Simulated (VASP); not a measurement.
OSZICAR of a VASP run on Tl (hcp):

File OSZICAR:
```
       N       E                     dE             d eps       ncg     rms          rms(c)
DAV:   1     0.133493959214E+03    0.13349E+03   -0.14964E+04  4080   0.150E+03
DAV:   2    -0.228229052917E+01   -0.13578E+03   -0.13414E+03  4244   0.320E+02
DAV:   3    -0.440763510897E+01   -0.21253E+01   -0.21174E+01  4964   0.362E+01
DAV:   4    -0.441709907643E+01   -0.94640E-02   -0.94466E-02  4695   0.247E+00
DAV:   5    -0.441717019058E+01   -0.71114E-04   -0.71113E-04  4930   0.231E-01    0.129E+01
DAV:   6    -0.428418103696E+01    0.13299E+00   -0.17462E-01  4412   0.450E+00    0.809E+00
DAV:   7    -0.424898246951E+01    0.35199E-01   -0.11907E-01  4330   0.369E+00    0.721E-01
DAV:   8    -0.424502091063E+01    0.39616E-02   -0.21399E-02  4299   0.144E+00    0.876E-02
DAV:   9    -0.424503459272E+01   -0.13682E-04   -0.13252E-04  4884   0.107E-01    0.164E-02
DAV:  10    -0.424503429671E+01    0.29601E-06   -0.11153E-05  4536   0.374E-02    0.697E-03
DAV:  11    -0.424503383149E+01    0.46522E-06   -0.26778E-06  2638   0.164E-02
   1 F= 0.63059266E+01 E0= 0.63061201E+01  d E =0.630593E+01
       N       E                     dE             d eps       ncg     rms          rms(c)
DAV:   1    -0.427671933694E+01   -0.31685E-01   -0.18522E+00  4326   0.109E+01    0.988E-01
DAV:   2    -0.424456734289E+01    0.32152E-01   -0.26682E-02  4281   0.163E+00    0.546E-01
DAV:   3    -0.423087852476E+01    0.13689E-01   -0.26164E-02  4390   0.157E+00    0.106E-01
DAV:   4    -0.423096746173E+01   -0.88937E-04   -0.15124E-03  4414   0.341E-01    0.284E-02
DAV:   5    -0.423096015378E+01    0.73080E-05   -0.38101E-05  4645   0.695E-02    0.880E-03
DAV:   6    -0.423095817970E+01    0.19741E-05   -0.54587E-06  4278   0.237E-02    0.179E-03
DAV:   7    -0.423095818333E+01   -0.36271E-08   -0.14131E-07  2249   0.322E-03
   2 F= 0.63002352E+01 E0= 0.63003549E+01  d E =-.569137E-02
       N       E                     dE             d eps       ncg     rms          rms(c)
DAV:   1    -0.426665437982E+01   -0.35696E-01   -0.23621E+00  4346   0.123E+01    0.111E+00
DAV:   2    -0.422566715639E+01    0.40987E-01   -0.35013E-02  4208   0.184E+00    0.620E-01
DAV:   3    -0.420765179681E+01    0.18015E-01   -0.34879E-02  4403   0.179E+00    0.111E-01
DAV:   4    -0.420777130796E+01   -0.11951E-03   -0.19533E-03  4427   0.380E-01    0.338E-02
DAV:   5    -0.420776810706E+01    0.32009E-05   -0.27955E-05  4682   0.578E-02    0.756E-03
DAV:   6    -0.420776702488E+01    0.10822E-05   -0.35906E-06  4113   0.188E-02    0.160E-03
DAV:   7    -0.420776703516E+01   -0.10282E-07   -0.11256E-07  2221   0.297E-03
   3 F= 0.62985313E+01 E0= 0.62986399E+01  d E =-.739528E-02
       N       E                     dE             d eps       ncg     rms          rms(c)
DAV:   1    -0.422100468748E+01   -0.13238E-01   -0.20674E-01  4364   0.365E+00    0.327E-01
DAV:   2    -0.421735316136E+01    0.36515E-02   -0.30467E-03  4236   0.557E-01    0.186E-01
DAV:   3    -0.421576014965E+01    0.15930E-02   -0.31529E-03  4371   0.545E-01    0.363E-02
DAV:   4    -0.421577032183E+01   -0.10172E-04   -0.18710E-04  4412   0.120E-01    0.988E-03
DAV:   5    -0.421576962672E+01    0.69511E-06   -0.43236E-06  4551   0.229E-02
   4 F= 0.62981782E+01 E0= 0.62981275E+01  d E =-.774839E-02
       N       E                     dE             d eps       ncg     rms          rms(c)
DAV:   1    -0.439186736345E+01   -0.17610E+00   -0.90822E-01  4143   0.986E+00    0.114E+00
DAV:   2    -0.435130790771E+01    0.40559E-01   -0.78097E-02  4252   0.290E+00    0.522E-01
DAV:   3    -0.434483223555E+01    0.64757E-02   -0.19662E-02  4286   0.150E+00    0.372E-01
DAV:   4    -0.434460235720E+01    0.22988E-03   -0.18196E-03  4547   0.323E-01    0.437E-02
DAV:   5    -0.434455144819E+01    0.50909E-04   -0.36732E-04  4341   0.206E-01    0.264E-02
DAV:   6    -0.434454753947E+01    0.39087E-05   -0.14745E-05  4341   0.347E-02    0.877E-03
DAV:   7    -0.434454706954E+01    0.46992E-06   -0.15733E-06  2165   0.132E-02
   5 F= 0.63007658E+01 E0= 0.63008791E+01  d E =0.258758E-02
       N       E                     dE             d eps       ncg     rms          rms(c)
DAV:   1    -0.427344482715E+01    0.71103E-01   -0.55404E-01  4144   0.764E+00    0.902E-01
DAV:   2    -0.424835264844E+01    0.25092E-01   -0.49257E-02  4251   0.234E+00    0.398E-01
DAV:   3    -0.424444564294E+01    0.39070E-02   -0.12176E-02  4293   0.119E+00    0.279E-01
DAV:   4    -0.424432325682E+01    0.12239E-03   -0.12348E-03  4527   0.267E-01    0.417E-02
DAV:   5    -0.424428662909E+01    0.36628E-04   -0.19520E-04  4379   0.147E-01    0.240E-02
DAV:   6    -0.424428678156E+01   -0.15247E-06   -0.46802E-06  4462   0.171E-02
   6 F= 0.62979828E+01 E0= 0.62979773E+01  d E =-.195392E-03
```

**Question.** Which electronic solver shows in the log?

**Answer.** It is blocked Davidson (ALGO = Normal, or the opening steps of other solvers). The INCAR had ALGO = Normal.

**Question.** Can the final energy be trusted as converged?

**Answer.** The run converged. It stopped with EDIFF = 1E-6, NELM = 100, NSW = 40 and EDIFFG = -0.02 after 6 ionic steps (LDA (Ceperley-Alder, Perdew-Zunger), plane waves, VASP's LDA PAW potentials (set 64)).

The compound is Tl in the hcp structure. This run relaxes it under an external pressure of 45 GPa. Symmetry was kept, so distortions that lower it aren't found.
